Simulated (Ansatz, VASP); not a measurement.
## Cross-check of NbSi between VASP and Ansatz

Wanted: the spread between two codes on one cell, functional and k mesh. The cell is invented: As first built, before any earlier steps moved the atoms (in the runner's words): it takes the WC structure with all of its atoms replaced by other elements, volume scaled by an estimate. It may not be a known or stable phase. The cell is taken from a series of VASP runs on this material, whose earlier steps may have relaxed, scaled or displaced it; both programs get it as it stands.

Main program and level: Ansatz 0.2.0; plane waves, with VASP 6.6.1 beside it; band structure at HSE06.

**1. The starting structure**

The structure is hexagonal, space group P-6m2 (No. 187). The conventional cell has a = 3.034 Å, b = 3.034 Å, c = 4.053 Å, α = 90.00°, β = 90.00°, γ = 120.00°. Nb has 6 Si at 2.68 Å nearest. Nearest to Si lie 6 Nb at 2.68 Å. As first built, before any earlier steps moved the atoms (in the runner's words): sites of the WC structure (space group 187) filled with other elements, volume scaled by an estimate. Farther neighbours are not listed.

**2. Ansatz: band structure, HSE06**

Ansatz runs on its default PAW (the set named soft_2) files.

With cell and atoms fixed, the geometry can't cause a difference; cores, projectors, grids and the points listed under the comparison can.

The input, input.yaml:

```yaml
crystal:
  lattice:
    - [3.0335601418, -2.43e-08, 0.0]
    - [-1.51678064, 2.6271406017, 0.0]
    - [0.0, 0.0, 4.0525052525]
  atoms:
    - { symbol: Nb, position: [0.0, 0.0, 0.0] }
    - { symbol: Si, position: [0.66666667, 0.33333333, 0.5] }
hamiltonian:
  xc: { exchange: pbe, correlation: pbe, exx: { coeff: 0.25, omega: 0.2 } }
  pseudopotentials: { kind: paw }
kpoints:
  mp_grid: { grid: [5, 5, 4] }
  band_path:
    path:
      - [0.0, 0.0, 0.0]
      - [0.44444, 0.0, 0.0]
      - [0.38889, 0.22222, 0.0]
      - [0.18519, 0.18519, 0.0]
      - [0.0, 0.0, 0.11111]
      - [0.0, 0.0, 0.5]
      - [0.44444, 0.0, 0.5]
      - [0.38889, 0.22222, 0.5]
      - [0.18519, 0.18519, 0.5]
      - [0.5, 0.0, 0.38889]
      - [0.33333, 0.33333, 0.0]
      - [0.33333, 0.33333, 0.5]
    npoints: 1
scf:
  occupations: { method: gaussian, width: 0.02 }
  n_extra_bands: 7
output:
  forces: true
  stress: true
  eigenvalues: true
```

Command:

```console
$ ansatz run input.yaml --threads 4 --pin off --max-ram 9216MiB --backend cpu --events-out ev --progress --plain --runs-dir out
```

Numbers of over 12 decimals in the logs are rounded to 6 here.

The program printed:

```text
Warning: the atoms were moved onto the symmetric positions of the space group found under crystal.symmetry.tolerance 1.0e-5 (fractional; no operation is sought that the atoms, as they stand in a round, miss by more than twice it, and no atom is moved by as much as it), and the run uses the moved positions. Before a round's move an operation carried an atom to 1.52e-8 Å from where it should land, the largest such dist [...]
Warning: output.stress: scf.convergence.dr2_threshold = 1e-7 eV (the SCF's general default) is looser than the 2e-10 eV advised for a printed stress (1e-10 eV for each atom of the cell: 2). What an SCF threshold leaves in a stress goes as its square root, and in the free energy as the threshold itself, and one threshold admits the most on a small cell: [figures from the program's tests cut] Set scf.convergence.dr2_threshold to 2e-10 eV or tighter. The threshold is an SCF's pass mark: one that does not reach it within its budget of iterations ends unconverged, or closes short of it on a stop that the run arms, and scf.convergence.dr2_threshold's page says what that costs each kind of run
Warning: output.stress: scf.exx.energy_threshold = 1e-6 eV is looser than the 2e-8 eV advised for a stress under a hybrid functional (1e-8 eV for each atom of the cell: 2). Every SCF of the exchange loop can meet its threshold on dr2 while the loop round them stops early: no threshold on dr2 bounds what that leaves in the stress. Set scf.exx.energy_threshold to 2e-8 eV or tighter. The threshold is the loop's pass mark: a loop that does not reach it within its budget of cycles ends unconverged, and scf.exx.energy_threshold's page has the law
scf.n_extra_bands = 7 over 9 filled bands (N_el = 17.0): the run solves 16 bands
Engine: ansatz 0.2.0, aarch64-unknown-linux-gnu
Pseudopotentials: kind: paw
Pseudopotential: Nb, paw, valence charge 13, recommended cutoff 420 eV (normal), Nb.paw.azcp
Pseudopotential: Si, paw, valence charge 4, recommended cutoff 420 eV (normal), Si.paw.azcp
Functional definition: unnamed
  parameter a_1 = 0.25
  parameter omega_1 = 0.2/angstrom
  exchange = pbe_x + (-a_1)*pbe_x_sr(omega_1) + a_1*exact_x_sr(omega_1)
  correlation = pbe_c
Crystal: 2 atoms, lattice volume = 32.297 Å³
Basis set: ecut = 420 eV, 613 PW (Γ), exchange–correlation on 48×48×60 points (8 copies of the dense FFT grid, shifted against one another)
Bands: 16, of which v1, the nominal top of the filled ones, is band 9 counted from 1 (8 counted from 0)
Symmetry: 12 space group operations
Space group: P-6m2 (ITA 187), of the structure as read, at distance tolerance 3.2e-5 Å
k-points: 15 of 100 (time reversal used)
Non-local potential: Nb, projectors of the file, l = 0: 3, l = 1: 2, l = 2: 2, l = 3: 1
Non-local potential: Si, projectors of the file, l = 0: 2, l = 1: 2, l = 2: 2
PAW form: soft (Blöchl's): semilocal exchange-correlation on the pseudo side does not see the compensation charge
PAW frozen core: Nb, regenerated for the run's functional, and the local potential with it (the file was generated under x = pbe(κ = 0.804, μ = 0.219515), c = pbe(β = 0.066725))
PAW frozen core: Si, regenerated for the run's functional, and the local potential with it (the file was generated under x = pbe(κ = 0.804, μ = 0.219515), c = pbe(β = 0.066725))
PAW one-centre angular grid: Nb, 590 points (default); XC on 64 Gauss nodes
PAW one-centre angular grid: Si, 110 points (default); XC on 64 Gauss nodes
Initial density: superposition of atomic densities (neutral atoms: chi_scale 0, normalization atom), corrected by the library's trained network
Initial wavefunctions: pseudopotential atomic-orbital guess
Functional: x = pbe(κ = 0.804, μ = 0.219515), c = pbe(β = 0.066725), warm-up for x = pbe(κ = 0.804, μ = 0.219515) + 0.25 (exact − pbe) at short range (hse, ω = 0.2 Å⁻¹), c = pbe(β = 0.066725)
SCF iter   1: F=—  HF=-5188.790411 eV  |F-HF|=—  |Δ(HF+E_count)|=         —  Δρ=5.89e-3  dr2=9.66e-3  ethr=1.77e-3  ⟨swp⟩=7.1  Hψ=1050  notcnv=0
preconditioner: auto → none  [insulator: Δε(μ)=0.057 eV  Ē_g=9.623 eV  σ=0.020 eV  W_gap=0.67  n_scr=8 (ndim 8)  ℏωp=19.6 eV  f_vac=0.000  D(μ)=3.09/eV (n_scr^D=40)]
SCF iter   2: F=—  HF=-5188.789161 eV  |F-HF|=—  |Δ(HF+E_count)|=   1.25e-3  Δρ=2.58e-3  dr2=1.38e-3  ethr=5.68e-5  ⟨swp⟩=4.0  Hψ=546  notcnv=0  defer=5
iter 3 solved again at ethr=1.04e-7 eV; its pass at ethr=8.10e-6 eV (dr2=1.77e-5 eV) is discarded
SCF iter   3: F=—  HF=-5188.789194 eV  |F-HF|=—  |Δ(HF+E_count)|=   3.24e-5  Δρ=3.93e-4  dr2=1.79e-5  ethr=1.04e-7  ⟨swp⟩=3.1  Hψ=914  notcnv=0
SCF iter   4: F=—  HF=-5188.789200 eV  |F-HF|=—  |Δ(HF+E_count)|=   6.76e-6  Δρ=6.34e-5  dr2=8.15e-7  ethr=1.04e-7  ⟨swp⟩=2.0  Hψ=368  notcnv=0
SCF iter   5: F=—  HF=-5188.789200 eV  |F-HF|=—  |Δ(HF+E_count)|=   2.57e-7  Δρ=1.07e-5  dr2=3.25e-8  ethr=4.79e-9  ⟨swp⟩=3.0  Hψ=405  notcnv=0
SCF iter   6: F=—  HF=-5188.789200 eV  |F-HF|=—  |Δ(HF+E_count)|=   2.01e-9  Δρ=3.79e-6  dr2=2.16e-9  ethr=1.91e-10  ⟨swp⟩=3.1  Hψ=435  notcnv=0
SCF iter   7: F=-5188.789200 eV  HF=-5188.789200 eV  |F-HF|=1.36e-11  |Δ(HF+E_count)|=  2.09e-11  Δρ=6.25e-7  dr2=5.05e-11  ethr=1.27e-11  ⟨swp⟩=2.3  Hψ=373  notcnv=0
SCF 1 converged in 7 iterations: F = -5188.789200 eV  dr2 = 5.05e-11
[...]
Frozen-core exchange: fock
[...]
preconditioner: auto → none  [insulator: Δε(μ)=0.141 eV  Ē_g=10.923 eV  σ=0.020 eV  W_gap=0.67  n_scr=8 (ndim 8)  ℏωp=19.6 eV  f_vac=0.000  D(μ)=3.21/eV (n_scr^D=40)]
[...]
SCF 3 stopped early in 4 iterations: F = -5191.333618 eV  dr2 = 4.55e-6
hybrid outer 2: dexx = +8.329e-5 eV, tail = 1.34e-5 eV, Δε = 3.49e-2 eV (about 3.57e-3 eV left of the loop's levels)
Exchange kernel: α = 0.2500, screened, ω = 0.2000 Å⁻¹, Wigner–Seitz truncation, v(0) = 1103.6926 eV·Å³, q-mesh 5×5×4, nearest image of the exchange supercell L = 15.17 Å, pair-density grid 15×15×18, without the augmentation charges, whose exchange is taken in its separable form by FFT convolution over the k-point mesh (sized by the pseudopotential files, 18×18×30 at the most), smooth part of the exact exchange by density-matrix convolution
Frozen-core exchange: fock
[...]
preconditioner: auto → none  [insulator: Δε(μ)=0.144 eV  Ē_g=10.920 eV  σ=0.020 eV  W_gap=0.68  n_scr=8 (ndim 8)  ℏωp=19.6 eV  f_vac=0.000  D(μ)=3.30/eV (n_scr^D=40)]
[...]
SCF iter  18: F=-5191.334508 eV  HF=-5191.334543 eV  |F-HF|=3.42e-5  |Δ(HF+E_count)|=   5.23e-4  Δρ=5.74e-4  dr2=1.69e-4  ethr=5.34e-12  ⟨swp⟩=6.0  Hψ=1029  notcnv=0
SCF iter  19: F=-5191.334584 eV  HF=-5191.334612 eV  |F-HF|=2.78e-5  |Δ(HF+E_count)|=   6.97e-5  Δρ=4.98e-4  dr2=1.00e-4  ethr=5.34e-12  ⟨swp⟩=5.1  Hψ=915  notcnv=0
SCF iter  20: F=-5191.334631 eV  HF=-5191.334673 eV  |F-HF|=4.19e-5  |Δ(HF+E_count)|=   6.10e-5  Δρ=4.49e-4  dr2=6.96e-5  ethr=5.34e-12  ⟨swp⟩=5.2  Hψ=956  notcnv=0
SCF iter  21: F=-5191.334661 eV  HF=-5191.334669 eV  |F-HF|=7.51e-6  |Δ(HF+E_count)|=   4.71e-6  Δρ=2.82e-4  dr2=1.60e-5  ethr=5.34e-12  ⟨swp⟩=5.9  Hψ=1015  notcnv=0
SCF iter  22: F=-5191.334666 eV  HF=-5191.334668 eV  |F-HF|=1.50e-6  |Δ(HF+E_count)|=   7.92e-7  Δρ=1.78e-4  dr2=4.67e-6  ethr=5.34e-12  ⟨swp⟩=5.0  Hψ=876  notcnv=0
SCF iter  23: F=-5191.334667 eV  HF=-5191.334667 eV  |F-HF|=4.06e-7  |Δ(HF+E_count)|=   3.99e-7  Δρ=7.02e-5  dr2=9.67e-7  ethr=5.34e-12  ⟨swp⟩=5.0  Hψ=746  notcnv=0
SCF iter  24: F=-5191.334667 eV  HF=-5191.334667 eV  |F-HF|=7.90e-8  |Δ(HF+E_count)|=  4.37e-10  Δρ=3.02e-5  dr2=1.72e-7  ethr=5.34e-12  ⟨swp⟩=4.5  Hψ=669  notcnv=0
SCF 4 stopped early in 24 iterations: F = -5191.334667 eV  dr2 = 1.72e-7
hybrid outer 3: dexx = +3.043e-3 eV, tail = 2.49e-6 eV, Δε = 7.11e-2 eV (about 3.50e-3 eV left of the loop's levels)
Exchange kernel: α = 0.2500, screened, ω = 0.2000 Å⁻¹, Wigner–Seitz truncation, v(0) = 1103.6926 eV·Å³, q-mesh 5×5×4, nearest image of the exchange supercell L = 15.17 Å, pair-density grid 15×15×18, without the augmentation charges, whose exchange is taken in its separable form by FFT convolution over the k-point mesh (sized by the pseudopotential files, 18×18×30 at the most), smooth part of the exact exchange by density-matrix convolution
Frozen-core exchange: fock
SCF iter   1: F=—  HF=-5191.334688 eV  |F-HF|=—  |Δ(HF+E_count)|=         —  Δρ=1.96e-5  dr2=4.48e-8  ethr=3.70e-8  ⟨swp⟩=3.3  Hψ=533  notcnv=0
preconditioner: auto → none  [insulator: Δε(μ)=0.105 eV  Ē_g=10.924 eV  σ=0.020 eV  W_gap=1.00  n_scr=8 (ndim 8)  ℏωp=19.6 eV  f_vac=0.000  D(μ)=0.00/eV (n_scr^D=0)]
SCF iter   2: F=—  HF=-5191.334688 eV  |F-HF|=—  |Δ(HF+E_count)|=   1.01e-9  Δρ=9.59e-6  dr2=8.44e-9  ethr=2.48e-10  ⟨swp⟩=3.1  Hψ=403  notcnv=0
SCF iter   3: F=-5191.334688 eV  HF=-5191.334688 eV  |F-HF|=1.18e-9  |Δ(HF+E_count)|=   3.29e-9  Δρ=1.54e-6  dr2=1.41e-9  ethr=4.91e-11  ⟨swp⟩=3.1  Hψ=434  notcnv=0
SCF 5 converged in 3 iterations: F = -5191.334688 eV  dr2 = 1.41e-9
  Residual-converged pass: ⟨swp⟩=3.0  Hψ=425  notcnv=0  max |occ|·‖R‖ = 1.8e-6 eV (tolerance 2.0e-6 eV)  dr2=1.40e-9  dr2_onsite=4.11e-11  max |Δocc| = 5.2e-14
hybrid outer 4: dexx = +2.143e-8 eV, tail = 6.27e-9 eV, Δε = 1.76e-3 eV (about 5.11e-4 eV left of the loop's levels)
at 14 of the mixer's solves, all of them in the SCFs whose states led to this one, it left a direction of its history that read negative out of its fit and stepped the other way along it
NSCF: frozen V_eff on 12 k-points
hybrid SCF converged: 4 outer / 37 inner (+7 warm-up), last move |dexx| = 2.14e-8 eV, tail = 6.27e-9 eV
Stability not checked: this state was not tested for a lower state beside it, because the functional holds exact exchange (a hybrid, or Hartree-Fock), whose exchange loop this test does not read (fock_operator; see scf.lower_state_search)
Free energy (F): -5191.334688 eV
Frozen-core exchange: fock
Harris-Foulkes:  -5191.334688 eV  (|F-HF|=1.18e-9)
Internal energy: -5191.334687 eV  (E = F + TS)
E sigma→0 (E₀):  -5191.334688 eV
Entropy (-TS):   -0.000001 eV (-0.000 meV/atom)
Fermi energy:    14.704632 eV
--- Per-component energies (eV) ---
  E_band       = -107.593896
  E_kinetic    = 434.997995
  E_local      = -907.119344  (includes V_loc(G=0)·N_el)
  E_nonlocal   = 142.085226
  E_hartree    = 309.526359
  E_xc         = -186.465403
  E_vxc        = -208.521890  (∫ρ·V_xc dr)
  E_exx        = -42.026060  (= α·E_x^exact, valence–valence)
  E_paw        = -3590.768629  (= ΣΔE_a)
  E_vpaw       = -104.035477  (= ΣTr[D̂ρ^β])
  E_aug_tail   = 0.000013  (compensation charges beyond the density's cutoff)
  E_ewald      = -1351.088018
  E_core_change = -0.476826  (= ΣΔE_core)
  E_smearing   = -0.000001  (= −TS)
  E_closure    = 0.000000  (closes the sum)
  Σ components = -5191.334688   (vs F -5191.334688, Δ=9.09e-13)
--- Forces (eV/Å), atoms counted from 1 ---
  atom   1  Nb     0.00000000    -0.00000000    -0.00000000
  atom   2  Si     0.00000000    -0.00000000    -0.00000000
  max |Σ_I F_I| component: 1.48e-16 eV/Å
--- Stress (GPa, compression-positive) ---
       -6.147120       0.000000      -0.000000
       -0.000000      -6.147120      -0.000000
       -0.000000      -0.000000       0.750588
  P = ⅓ Tr σ = -3.8479 GPa (-38.479 kbar)
--- Band table (eV; the first three rows and the last of 15) ---
  k-point 0: bands = [... 5 lower, 10.6367, 12.6934, 14.7554, 14.7554, 17.4743, 17.4743, 22.6579, 23.0130, ... 3 higher]
  k-point 1: bands = [... 5 lower, 9.0508, 13.3027, 14.8885, 14.8885, 16.9290, 16.9290, 23.0553, 23.0553, ... 3 higher]
  k-point 2: bands = [... 5 lower, 7.4025, 13.7776, 15.0410, 15.0410, 16.4793, 16.4793, 22.5776, 22.5776, ... 3 higher]
  k-point 14: bands = [... 5 lower, 9.7556, 10.9323, 12.5902, 13.7283, 16.0945, 19.5997, 20.4390, 20.6353, ... 3 higher]
```

It took 16 s on 4 threads of Arm Neoverse V2, shared host; peak memory 0.67 GiB; 58 s of CPU time.

In the SCF lines HF is the Harris–Foulkes energy and dr2 the Hartree energy of the density residual, in eV; the loop may stop once dr2 is under the threshold and the program's other checks hold. Hψ counts applications of the Hamiltonian.

[end of part 1 of 2]

[Lines on the potential files, build, host, timing and source positions are cut from VASP's logs without a mark.]

[Logs are printed without paths, hosts, clocks, repeated set-up lines and the standing remarks that a program may print on its own settings, such as how far it seeks lower states.]

[Hosts, paths, dates, database ids (printed as entryN), source tags and the programs' standing remarks are cut or masked in the printed files.]
